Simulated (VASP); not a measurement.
# Ni(110): what the settings do to the level below the vacuum, part 5 of 6

Wanted: the error that each setting leaves in the work function or ionisation potential of Ni(110).

VASP 6.6.1, plane waves and PAW; the level of theory is named at each step.

Still holding for the runs below: The magnetic state follows from one typed start and may not be the lowest.

So far, highest filled level below the vacuum (eV): step 2 (the base run) 4.51; step 11 (a lower cutoff, ENCUT 210) 4.62; step 12 (a lower cutoff, ENCUT 280) 4.51; step 13 (another smearing width, SIGMA 0.02) 4.50; step 14 (another smearing width, SIGMA 0.4) 4.51.

### 16. Another level, functional LDA, disp none

This step: LDA, spin-polarised from a ferromagnetic start; plane waves and PAW (Ni) (VASP 6.6.1).

Beside the numerical settings stands the choice of exchange and correlation.

INCAR

```
SYSTEM = Ni
PREC = Normal
ENCUT = 350
EDIFF = 1E-06
NELM = 120
ISMEAR = 1
SIGMA = 0.1
LREAL = .FALSE.
ALGO = Normal
GGA = CA
NBANDS = 51
ISPIN = 2
MAGMOM = 1 1 1 1 1 1 1
LASPH = .TRUE.
LMAXMIX = 4
LORBIT = 11
LWAVE = .FALSE.
LCHARG = .FALSE.
KPAR = 4
IDIPOL = 3
LDIPOL = .TRUE.
DIPOL = 0.5 0.5 0.5
LVHAR = .TRUE.
LVACPOTAV = .TRUE.
```

POSCAR

```
Ni
1.0
    3.5200000000      0.0000000000      0.0000000000
    0.0000000000      2.4890158698      0.0000000000
    0.0000000000      0.0000000000     25.4670476093
Ni
7
Direct
    0.0000000000      0.0000000000      0.3533978551
    0.5000000000      0.5000000000      0.4022652367
    0.0000000000      0.0000000000      0.4511326184
    0.5000000000      0.5000000000      0.5000000000
    0.0000000000      0.0000000000      0.5488673816
    0.5000000000      0.5000000000      0.5977347633
    0.0000000000      0.0000000000      0.6466021449
```

KPOINTS

```
Automatic mesh
0
Gamma
7 10 1
0 0 0
```

PAW data sets: Ni (PBE family, release 64).

Launch:

```console
$ mpirun -np 4 vasp_std
```

The program printed:

```text
[banner, memory and clock lines left out]
running    4 mpi-ranks, on    1 nodes
 distrk:  each k-point on    1 cores,    4 groups
 distr:  one band on    1 cores,    1 groups

 POSCAR found type information on POSCAR Ni
 POSCAR found :  1 types and       7 ions
|                                                                             |
|               ----> ADVICE to this user running VASP <----                  |
|                                                                             |
|     You enforced a specific xc type in the INCAR file but a different       |
|     [... a line on the potential file left out ...]
|     I HOPE YOU KNOW WHAT YOU ARE DOING!                                     |
|                                                                             |

 LDA part: xc-table for (Slater(with rela. corr.)+CA(PZ))
 , standard interpolation
 POSCAR, INCAR and KPOINTS ok, starting setup
 FFT: planning ... GRIDC
 FFT: planning ... GRID_SOFT
 FFT: planning ... GRID
 WAVECAR not read
 entering main loop
       N       E                     dE             d eps       ncg     rms          rms(c)
DAV:   1     0.432790879717E+03    0.43279E+03   -0.24624E+04  4904   0.110E+03
DAV:   2    -0.168978720818E+02   -0.44969E+03   -0.42591E+03  4930   0.286E+02
DAV:   3    -0.504136486233E+02   -0.33516E+02   -0.31662E+02  5302   0.110E+02
DAV:   4    -0.509859766706E+02   -0.57233E+00   -0.57102E+00  5453   0.165E+01
DAV:   5    -0.510002895552E+02   -0.14313E-01   -0.14312E-01  7573   0.155E+00    0.273E+01
DAV:   6    -0.547621507844E+02   -0.37619E+01   -0.83473E+01  5600   0.139E+02    0.441E+01
DAV:   7    -0.525312313129E+02    0.22309E+01   -0.10195E+02  5520   0.137E+02    0.322E+01
DAV:   8    -0.445708677855E+02    0.79604E+01   -0.12280E+01  6738   0.663E+01    0.217E+01
DAV:   9    -0.435033333150E+02    0.10675E+01   -0.16659E+01  5668   0.719E+01    0.173E+01
DAV:  10    -0.429676948983E+02    0.53564E+00   -0.59152E+00  6600   0.392E+01    0.141E+01
DAV:  11    -0.425671422883E+02    0.40055E+00   -0.26276E+00  5594   0.332E+01    0.102E+01
DAV:  12    -0.425246635928E+02    0.42479E-01   -0.22025E+00  5668   0.218E+01    0.920E+00
DAV:  13    -0.424710718784E+02    0.53592E-01   -0.50230E-01  6327   0.883E+00    0.542E+00
DAV:  14    -0.424621152892E+02    0.89566E-02   -0.22119E-01  6047   0.653E+00    0.481E+00
DAV:  15    -0.424048254654E+02    0.57290E-01   -0.12861E-01  6594   0.652E+00    0.152E+00
DAV:  16    -0.424098616026E+02   -0.50361E-02   -0.30004E-02  6781   0.165E+00    0.114E+00
DAV:  17    -0.424406596489E+02   -0.30798E-01   -0.18962E-02  5322   0.153E+00    0.119E+00
DAV:  18    -0.424577781145E+02   -0.17118E-01   -0.13669E-02  5361   0.176E+00    0.114E+00
DAV:  19    -0.424769739194E+02   -0.19196E-01   -0.41537E-03  5140   0.426E-01    0.131E+00
DAV:  20    -0.424864319240E+02   -0.94580E-02   -0.12797E-02  5216   0.175E+00    0.765E-01
DAV:  21    -0.424865139073E+02   -0.81983E-04   -0.41465E-03  5476   0.959E-01    0.234E-01
DAV:  22    -0.424871649802E+02   -0.65107E-03   -0.15129E-03  6544   0.484E-01    0.381E-01
DAV:  23    -0.424874863015E+02   -0.32132E-03   -0.75569E-04  5093   0.413E-01    0.154E-01
DAV:  24    -0.424880232975E+02   -0.53700E-03   -0.22403E-04  5339   0.279E-01    0.474E-02
DAV:  25    -0.424883469076E+02   -0.32361E-03   -0.10402E-04  5196   0.761E-02    0.705E-02
DAV:  26    -0.424886429798E+02   -0.29607E-03   -0.38602E-05  5092   0.969E-02    0.331E-02
DAV:  27    -0.424889235811E+02   -0.28060E-03   -0.49625E-05  5220   0.727E-02    0.803E-02
DAV:  28    -0.424890690110E+02   -0.14543E-03   -0.24019E-05  5051   0.600E-02    0.478E-02
DAV:  29    -0.424891208042E+02   -0.51793E-04   -0.49152E-06  4520   0.187E-02    0.321E-02
DAV:  30    -0.424891618902E+02   -0.41086E-04   -0.32732E-06  3694   0.208E-02    0.128E-02
DAV:  31    -0.424891846329E+02   -0.22743E-04   -0.24773E-06  3881   0.134E-02    0.562E-03
DAV:  32    -0.424891938074E+02   -0.91745E-05   -0.10145E-06  3414   0.968E-03    0.778E-03
DAV:  33    -0.424891973807E+02   -0.35733E-05   -0.74354E-07  3462   0.867E-03    0.271E-03
DAV:  34    -0.424891983554E+02   -0.97472E-06   -0.25439E-07  3422   0.540E-03
 [... a notice as in an earlier step ...]

   1 F= -.42489198E+02 E0= -.42490584E+02  d E =0.415548E-02  mag=     4.8570
```

It took 40 s on 4 MPI ranks of Intel Xeon 6975P-C (Granite Rapids), shared host; peak memory 1.2 GiB; 2.6 min of CPU time.

From OUTCAR (step 16):

```text
   NELECT =      70.0000    total number of electrons

 E-fermi :  -0.1462

 spin component 1
 k-point     1 :       0.0000    0.0000    0.0000
  band No.  band energies     occupation
    ...
     35      -0.7803      1.00000
     36      -0.7087      1.00000
     37      -0.7077      1.00000
     38      -0.5735      1.00000
     39      -0.4346      1.00018
     40       1.0414     -0.00000
     41       2.9899      0.00000
     42       3.1430      0.00000
     43       4.4301      0.00000
     44       5.0330      0.00000
    ...

 k-point     2 :       0.1429    0.0000    0.0000
  band No.  band energies     occupation
    ...
     35      -0.8049      1.00000
     36      -0.7635      1.00000
     37      -0.6474      1.00000
     38      -0.6234      1.00000
     39      -0.4095      1.00063
     40       1.1144     -0.00000
     41       1.8834      0.00000
     42       3.0231      0.00000
     43       3.6237      0.00000
     44       4.5948      0.00000
    ...

  Total      -10.9257802    -10.7495148     -8.6136679     -0.0000000      0.0000000      0.0000000
  in kB      -78.4538235    -77.1881295    -61.8514344     -0.0000000      0.0000000      0.0000000
  external PRESSURE =     -72.4977958 kB  Pullay stress =       0.0000000 kB

 POSITION                                       TOTAL-FORCE (eV/Angst)
 -----------------------------------------------------------------------------------
      0.00000      0.00000      9.00000         0.000000      0.000000      1.361599
      1.76000      1.24451     10.24451         0.000000      0.000000     -0.306624
      0.00000      0.00000     11.48902         0.000000      0.000000     -0.101322
      1.76000      1.24451     12.73352         0.000000      0.000000      0.000000
      0.00000      0.00000     13.97803         0.000000      0.000000      0.101322
      1.76000      1.24451     15.22254         0.000000      0.000000      0.306624
      0.00000      0.00000     16.46705         0.000000     -0.000000     -1.361599
 -----------------------------------------------------------------------------------
    total drift:                                0.000000      0.000000      0.000000

  FREE ENERGIE OF THE ION-ELECTRON SYSTEM (eV)
  ---------------------------------------------------
  free  energy   TOTEN  =       -42.4891983554 eV

  energy  without entropy=      -42.4933538324  energy(sigma->0) =      -42.49058351

 vacuum level on the upper side and lower side of the slab         4.774         4.774

 magnetization (x)
# of ion       s       p       d       tot
------------------------------------------
    1        0.002  -0.010   0.764   0.756
    2       -0.005  -0.019   0.715   0.691
    3       -0.004  -0.018   0.699   0.677
    4       -0.005  -0.018   0.652   0.629
    5       -0.004  -0.018   0.699   0.677
    6       -0.005  -0.019   0.715   0.691
    7        0.002  -0.010   0.764   0.756
--------------------------------------------------
tot         -0.020  -0.110   5.009   4.879

[... 9 parts as in an earlier step ...]

[... 14 further parts left out ...]
```

The PAW data sets were made with PBE, though LDA sets exist; this is a small mismatch.

This step gave:

| Quantity | Value |
| --- | --- |
| electronic cycles | 34 |
| free energy (TOTEN) | -42.49 eV |
| energy at zero smearing | -42.49 eV |
| Fermi energy | -0.1462 eV |
| moment of the cell, from the last line of the log | 4.857 μB |
| vacuum levels | 4.774, 4.774 eV |
| work functions of the upper and lower face | 4.920, 4.920 eV |
| highest filled level below the vacuum | 4.920 eV |

Spin moment in the PAW sphere by atom:

| atom | spin moment in the PAW sphere (μB) |
| --- | --- |
| Ni1 | 0.756 |
| Ni2 | 0.691 |
| Ni3 | 0.677 |
| Ni4 | 0.629 |
| Ni5 | 0.677 |
| Ni6 | 0.691 |
| Ni7 | 0.756 |

Force by atom:

| atom | x (eV/Å) | y (eV/Å) | z (eV/Å) | size |
| --- | --- | --- | --- | --- |
| Ni1 | 0.00 | 0.00 | 1.36 | 1.36 |
| Ni2 | 0.00 | 0.00 | -0.31 | 0.31 |
| Ni3 | 0.00 | 0.00 | -0.10 | 0.10 |
| Ni4 | 0.00 | 0.00 | 0.00 | 0.00 |
| Ni5 | 0.00 | 0.00 | 0.10 | 0.10 |
| Ni6 | 0.00 | 0.00 | 0.31 | 0.31 |
| Ni7 | 0.00 | 0.00 | -1.36 | 1.36 |

Against the base run its depth below the vacuum changes by +0.41 eV.

### 17. Another level, functional PBEsol, disp none

This step: PBEsol, spin-polarised from a ferromagnetic start; plane waves and PAW (Ni) (VASP 6.6.1).

INCAR, as its differences from that of step 16:

```diff
@@ -9,3 +9,3 @@
 ALGO = Normal
-GGA = CA
+GGA = PS
 NBANDS = 51
```

POSCAR is that of step 16.

KPOINTS is that of step 16.

Launch:

```console
$ mpirun -np 4 vasp_std
```

The program printed:

```text
[banner, memory and clock lines left out]
running    4 mpi-ranks, on    1 nodes
[...]
[... a notice as in an earlier step ...]

 LDA part: xc-table for (Slater+PW92), standard interpolation
 POSCAR, INCAR and KPOINTS ok, starting setup
[...]
entering main loop
       N       E                     dE             d eps       ncg     rms          rms(c)
DAV:   1     0.432718448397E+03    0.43272E+03   -0.24598E+04  4896   0.110E+03
DAV:   2    -0.143713732900E+02   -0.44709E+03   -0.42306E+03  4933   0.286E+02
DAV:   3    -0.470417896736E+02   -0.32670E+02   -0.30868E+02  5280   0.108E+02
DAV:   4    -0.475947566013E+02   -0.55297E+00   -0.55170E+00  5496   0.161E+01
[...]
DAV:  39    -0.397884946826E+02   -0.63460E-05   -0.13451E-07  3371   0.463E-03    0.138E-03
DAV:  40    -0.397884965676E+02   -0.18850E-05   -0.60300E-08  3275   0.165E-03    0.630E-04
DAV:  41    -0.397884972318E+02   -0.66421E-06   -0.87710E-09  3148   0.972E-04
 [... a notice as in an earlier step ...]

   1 F= -.39788497E+02 E0= -.39789651E+02  d E =0.346041E-02  mag=     4.9265
```

It took 52 s on 4 MPI ranks; peak memory 1.2 GiB.

OUTCAR, selected parts (step 17):

```text
  Total       -7.9259586     -7.4291304     -6.0075219     -0.0000000      0.0000000      0.0000000
  in kB      -56.9132585    -53.3457264    -43.1377027     -0.0000000      0.0000000      0.0000000
  external PRESSURE =     -51.1322292 kB  Pullay stress =       0.0000000 kB

 POSITION                                       TOTAL-FORCE (eV/Angst)
 -----------------------------------------------------------------------------------
      0.00000      0.00000      9.00000         0.000000      0.000000      1.057704
      1.76000      1.24451     10.24451         0.000000      0.000000     -0.366060
      0.00000      0.00000     11.48902         0.000000     -0.000000     -0.108247
      1.76000      1.24451     12.73352         0.000000      0.000000     -0.000000
      0.00000      0.00000     13.97803         0.000000      0.000000      0.108247
      1.76000      1.24451     15.22254         0.000000      0.000000      0.366060
      0.00000      0.00000     16.46705         0.000000      0.000000     -1.057704
 -----------------------------------------------------------------------------------
    total drift:                                0.000000      0.000000      0.000000

  FREE ENERGIE OF THE ION-ELECTRON SYSTEM (eV)
  ---------------------------------------------------
  free  energy   TOTEN  =       -39.7884972318 eV

  energy  without entropy=      -39.7919576410  energy(sigma->0) =      -39.78965070

 magnetization (x)
# of ion       s       p       d       tot
------------------------------------------
    1       -0.000  -0.015   0.791   0.776
    2       -0.006  -0.025   0.739   0.708
    3       -0.006  -0.024   0.722   0.691
    4       -0.007  -0.024   0.673   0.643
    5       -0.006  -0.024   0.722   0.691
    6       -0.006  -0.025   0.739   0.708
    7       -0.000  -0.015   0.791   0.776
--------------------------------------------------
tot         -0.032  -0.152   5.176   4.993

[... 2 parts as in an earlier step ...]

[... 1 further part left out ...]
[key lines of the parts left out:]
E-fermi :   0.1491
```

The PAW data sets were made with PBE, which is usual practice but a small mismatch for other functionals.

Against the base run its depth below the vacuum changes by +0.11 eV.

### 18. Another level, functional RPBE, disp none

This step: RPBE, spin-polarised from a ferromagnetic start; plane waves and PAW (Ni) (VASP 6.6.1).

INCAR, as its differences from that of step 17:

```diff
@@ -9,3 +9,3 @@
 ALGO = Normal
-GGA = PS
+GGA = RP
 NBANDS = 51
```

POSCAR is that of step 17.

KPOINTS is that of step 17.

Launch:

```console
$ mpirun -np 4 vasp_std
```

The program printed:

```text
[... set-up lines as in an earlier step ...]
 entering main loop
       N       E                     dE             d eps       ncg     rms          rms(c)
DAV:   1     0.435110329498E+03    0.43511E+03   -0.24646E+04  4896   0.110E+03
DAV:   2    -0.622581870991E+01   -0.44134E+03   -0.41747E+03  4933   0.285E+02
DAV:   3    -0.377645277642E+02   -0.31539E+02   -0.29847E+02  5285   0.106E+02
DAV:   4    -0.382916521549E+02   -0.52712E+00   -0.52599E+00  5466   0.156E+01
[...]
DAV:  42    -0.324302406375E+02   -0.35454E-05   -0.53624E-08  3374   0.157E-03    0.923E-04
DAV:  43    -0.324302422685E+02   -0.16310E-05   -0.20685E-08  3251   0.119E-03    0.292E-04
DAV:  44    -0.324302428659E+02   -0.59741E-06   -0.71666E-09  3246   0.614E-04
 [... a notice as in an earlier step ...]

   1 F= -.32430243E+02 E0= -.32431682E+02  d E =0.431717E-02  mag=     4.9169
```

The job ended after 56 s (4 MPI ranks; peak memory 1.3 GiB; 3.7 min of CPU time).

OUTCAR, selected parts (step 18):

```text
  Total       -1.0592772     -0.0866052     -0.1405437     -0.0000000      0.0000000      0.0000000
  in kB       -7.6062617     -0.6218787     -1.0091900     -0.0000000      0.0000000      0.0000000
  external PRESSURE =      -3.0791101 kB  Pullay stress =       0.0000000 kB

 POSITION                                       TOTAL-FORCE (eV/Angst)
 -----------------------------------------------------------------------------------
      0.00000      0.00000      9.00000         0.000000      0.000000      0.376300
      1.76000      1.24451     10.24451         0.000000      0.000000     -0.517186
      0.00000      0.00000     11.48902         0.000000      0.000000     -0.125008
      1.76000      1.24451     12.73352         0.000000      0.000000      0.000000
      0.00000      0.00000     13.97803         0.000000      0.000000      0.125008
      1.76000      1.24451     15.22254         0.000000      0.000000      0.517186
      0.00000      0.00000     16.46705         0.000000      0.000000     -0.376300
 -----------------------------------------------------------------------------------
    total drift:                                0.000000      0.000000      0.000000

  FREE ENERGIE OF THE ION-ELECTRON SYSTEM (eV)
  ---------------------------------------------------
  free  energy   TOTEN  =       -32.4302428659 eV

  energy  without entropy=      -32.4345600385  energy(sigma->0) =      -32.43168192

 magnetization (x)
# of ion       s       p       d       tot
------------------------------------------
    1       -0.001  -0.018   0.796   0.777
    2       -0.007  -0.029   0.748   0.711
    3       -0.008  -0.028   0.730   0.694
    4       -0.008  -0.028   0.683   0.648
    5       -0.008  -0.028   0.730   0.694
    6       -0.007  -0.029   0.748   0.711
    7       -0.001  -0.018   0.796   0.777
--------------------------------------------------
tot         -0.040  -0.179   5.232   5.013

[... 2 parts as in an earlier step ...]

[... 1 further part left out ...]
[key lines of the parts left out:]
E-fermi :   0.4609
```

Against the base run its depth below the vacuum changes by -0.19 eV.

### 19. Another level, functional optB88-vdW, disp nonlocal

This step: optB88-vdW, spin-polarised from a ferromagnetic start; plane waves and PAW (Ni) (VASP 6.6.1).

INCAR, as its differences from that of step 18:

```diff
@@ -9,3 +9,8 @@
 ALGO = Normal
-GGA = RP
+GGA = BO
+AGGAC = 0
+LUSE_VDW = .TRUE.
+PARAM1 = 0.1833333333
+PARAM2 = 0.22
+LASPH = .TRUE.
 NBANDS = 51
@@ -13,3 +18,2 @@
 MAGMOM = 1 1 1 1 1 1 1
-LASPH = .TRUE.
 LMAXMIX = 4
```

POSCAR is that of step 18.

KPOINTS is that of step 18.

Launch:

```console
$ mpirun -np 4 vasp_std
```

The program printed:

```text
[banner, memory and clock lines left out]
running    4 mpi-ranks, on    1 nodes
[...]
|                                                                             |
|               ----> ADVICE to this user running VASP <----                  |
|                                                                             |
|     You have switched on vdW-DFT.                                           |
|     This routine was written and supplied by Jiri Klimes. We recommend      |
|     that you carefully read and cite the following publications:            |
|       J. Klimes, D.R. Bowler, A. Michelides                                 |
|          J. Phys.: Cond Matt. 22 022201 (2010)                              |
|       J. Klimes, D.R. Bowler, A. Michelides                                 |
|          Phys. Rev. B. 83, 195131 (2011)                                    |
|     and references therein.                                                 |
|                                                                             |

 [... a notice as in an earlier step ...]

 LDA part: xc-table for (Slater+PW92), standard interpolation
 POSCAR, INCAR and KPOINTS ok, starting setup
[...]
entering main loop
       N       E                     dE             d eps       ncg     rms          rms(c)
DAV:   1     0.450313848987E+03    0.45031E+03   -0.24571E+04  4896   0.110E+03
DAV:   2     0.105454518512E+02   -0.43977E+03   -0.41561E+03  4933   0.284E+02
DAV:   3    -0.209578724031E+02   -0.31503E+02   -0.29814E+02  5265   0.106E+02
DAV:   4    -0.214912138923E+02   -0.53334E+00   -0.53220E+00  5504   0.157E+01
[...]
DAV:  42    -0.158992511332E+02   -0.18452E-05   -0.74143E-05  4752   0.301E-02    0.723E-04
DAV:  43    -0.158992457038E+02    0.54295E-05   -0.90253E-05  4721   0.325E-02    0.747E-04
DAV:  44    -0.158992465512E+02   -0.84742E-06   -0.82159E-06  4293   0.131E-02
 [... a notice as in an earlier step ...]

   1 F= -.15899247E+02 E0= -.15900922E+02  d E =0.502692E-02  mag=     4.8646
```

Wall time 1.7 min (4 MPI ranks); peak memory 2 GiB; 6.9 min of CPU time.

From OUTCAR (step 19):

```text
  Total       -4.2285970     -3.5927595     -2.5681064      0.0000000      0.0000000      0.0000000
  in kB      -30.3639280    -25.7982231    -18.4405841      0.0000000      0.0000000      0.0000000
  external PRESSURE =     -24.8675784 kB  Pullay stress =       0.0000000 kB

 POSITION                                       TOTAL-FORCE (eV/Angst)
 -----------------------------------------------------------------------------------
      0.00000      0.00000      9.00000         0.000000      0.000000      0.678139
      1.76000      1.24451     10.24451         0.000000      0.000000     -0.494579
      0.00000      0.00000     11.48902         0.000000      0.000000     -0.071812
      1.76000      1.24451     12.73352         0.000000      0.000000      0.000000
      0.00000      0.00000     13.97803         0.000000      0.000000      0.071812
      1.76000      1.24451     15.22254         0.000000      0.000000      0.494579
      0.00000      0.00000     16.46705        -0.000000     -0.000000     -0.678139
 -----------------------------------------------------------------------------------
    total drift:                                0.000000      0.000000      0.000000

  FREE ENERGIE OF THE ION-ELECTRON SYSTEM (eV)
  ---------------------------------------------------
  free  energy   TOTEN  =       -15.8992465512 eV

  energy  without entropy=      -15.9042734708  energy(sigma->0) =      -15.90092219

 magnetization (x)
# of ion       s       p       d       tot
------------------------------------------
    1        0.001  -0.012   0.774   0.763
    2       -0.006  -0.023   0.723   0.694
    3       -0.006  -0.022   0.707   0.679
    4       -0.006  -0.021   0.663   0.635
    5       -0.006  -0.022   0.707   0.679
    6       -0.006  -0.023   0.723   0.694
    7        0.001  -0.012   0.774   0.763
--------------------------------------------------
tot         -0.029  -0.134   5.071   4.908

[... 2 parts as in an earlier step ...]

[... 1 further part left out ...]
[key lines of the parts left out:]
E-fermi :   0.0053
```

Against the base run its depth below the vacuum changes by +0.33 eV.

(Continued in part 6 of 6.)

[Lines on the potential files, build, host, timing and source positions are cut from VASP's logs without a mark.]

[Logs are printed without paths, hosts, clocks, repeated set-up lines and the standing remarks that a program may print on its own settings, such as how far it seeks lower states.]

[Hosts, paths, dates, database ids (printed as entryN), source tags and the programs' standing remarks are cut or masked in the printed files.]

[In band tables of VASP the shares of atoms and orbitals are scaled to a sum of 1 inside the atoms' spheres.]

[Runs that stopped without an error message from VASP are left out.]
